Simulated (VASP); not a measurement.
Write the native input for VASP 6.6.1 that does the following.

- Task: relaxation of cell and atoms
- Functional: PBEsol
- Potentials or basis: VASP PAW PBE potentials, release 64 (Ge, Sn)
- Cutoff: 350 eV
- k mesh: 2 × 2 × 2
- Occupations: gaussian, width 0.05 eV
- Spin: no spin polarisation
- Further INCAR settings: ALGO = Fast; EDIFF = 1e-06; IBRION = 2; EDIFFG = -0.01; NSW = 60; ISIF = 3

The structure of SnGe53 lies in POSCAR:

```
SnGe53
1.0
    0.0000000000      8.5200000000      8.5200000000
    8.5200000000      0.0000000000      8.5200000000
    8.5200000000      8.5200000000      0.0000000000
Ge Sn
53 1
Direct
    0.0833333300      0.0833333300      0.0833333300
    0.0000000000      0.0000000000      0.3333333300
    0.0833333300      0.0833333300      0.4166666700
    0.0000000000      0.0000000000      0.6666666700
    0.0833333300      0.0833333300      0.7500000000
    0.0000000000      0.3333333300      0.0000000000
    0.0833333300      0.4166666700      0.0833333300
    0.0000000000      0.3333333300      0.3333333300
    0.0833333300      0.4166666700      0.4166666700
    0.0000000000      0.3333333300      0.6666666700
    0.0833333300      0.4166666700      0.7500000000
    0.0000000000      0.6666666700      0.0000000000
    0.0833333300      0.7500000000      0.0833333300
    0.0000000000      0.6666666700      0.3333333300
    0.0833333300      0.7500000000      0.4166666700
    0.0000000000      0.6666666700      0.6666666700
    0.0833333300      0.7500000000      0.7500000000
    0.3333333300      0.0000000000      0.0000000000
    0.4166666700      0.0833333300      0.0833333300
    0.3333333300      0.0000000000      0.3333333300
    0.4166666700      0.0833333300      0.4166666700
    0.3333333300      0.0000000000      0.6666666700
    0.4166666700      0.0833333300      0.7500000000
    0.3333333300      0.3333333300      0.0000000000
    0.4166666700      0.4166666700      0.0833333300
    0.3333333300      0.3333333300      0.3333333300
    0.4166666700      0.4166666700      0.4166666700
    0.3333333300      0.3333333300      0.6666666700
    0.4166666700      0.4166666700      0.7500000000
    0.3333333300      0.6666666700      0.0000000000
    0.4166666700      0.7500000000      0.0833333300
    0.3333333300      0.6666666700      0.3333333300
    0.4166666700      0.7500000000      0.4166666700
    0.3333333300      0.6666666700      0.6666666700
    0.4166666700      0.7500000000      0.7500000000
    0.6666666700      0.0000000000      0.0000000000
    0.7500000000      0.0833333300      0.0833333300
    0.6666666700      0.0000000000      0.3333333300
    0.7500000000      0.0833333300      0.4166666700
    0.6666666700      0.0000000000      0.6666666700
    0.7500000000      0.0833333300      0.7500000000
    0.6666666700      0.3333333300      0.0000000000
    0.7500000000      0.4166666700      0.0833333300
    0.6666666700      0.3333333300      0.3333333300
    0.7500000000      0.4166666700      0.4166666700
    0.6666666700      0.3333333300      0.6666666700
    0.7500000000      0.4166666700      0.7500000000
    0.6666666700      0.6666666700      0.0000000000
    0.7500000000      0.7500000000      0.0833333300
    0.6666666700      0.6666666700      0.3333333300
    0.7500000000      0.7500000000      0.4166666700
    0.6666666700      0.6666666700      0.6666666700
    0.7500000000      0.7500000000      0.7500000000
    0.0000000000      0.0000000000      0.0000000000
```

The cell was built by a generator and needn't be a form met in nature.

The input as run:

INCAR

```
SYSTEM = SnGe53
PREC     = Accurate       ! precision mode
ENCUT    = 350            ! plane-wave cutoff, eV
EDIFF    = 1E-6           ! SCF threshold, eV
ISMEAR   = 0              ! smearing method
SIGMA    = 0.05           ! smearing width, eV
LREAL    = .False.        ! projectors in reciprocal space
LASPH    = .True.         ! aspherical terms in the spheres
NELM     = 60             ! most SCF steps
ALGO     = Fast           ! electronic algorithm
ISIF     = 3              ! what is computed and relaxed
LWAVE    = .False.        ! write WAVECAR
LCHARG   = .False.        ! write CHGCAR
GGA      = PS             ! functional
IBRION   = 2              ! ionic algorithm
NSW      = 60             ! ionic steps
EDIFFG   = -0.01          ! ionic threshold
```

KPOINTS

```
Automatic mesh
0
Gamma
  2 2 2
  0 0 0
```

Potentials or basis: VASP PAW PBE potentials, release 64 (Ge, Sn).

Launch:

```bash
$ cat potpaw_PBE.64/Ge/POTCAR potpaw_PBE.64/Sn/POTCAR > POTCAR
$ mpirun -np 1 vasp_std > vasp.out
```

Results of the run:

```yaml
Relaxed_volume: 23.40 Å³/atom
Relaxed_cell: a = 12.136 Å, b = 12.136 Å, c = 12.136 Å, α = 60.00°, β = 60.00°, γ = 60.00°
Space_group_after_relaxing_to_0.05_Å: F-43m (No. 216)
Energy_gained_by_relaxing: 8.8 meV/atom
Ionic_steps: 9
Pressure_after_relaxing: 0.0 GPa
Band_gap_on_the_k_mesh: none (metal or under the smearing width)
```

Caveat: the PAW data sets were made with another functional, which shifts forces and pressure a little.

Wall time 42 min on 1 thread of Intel(R) Xeon(R) 6975P-C (Granite Rapids) (shared host), peak memory 1.2 GiB.
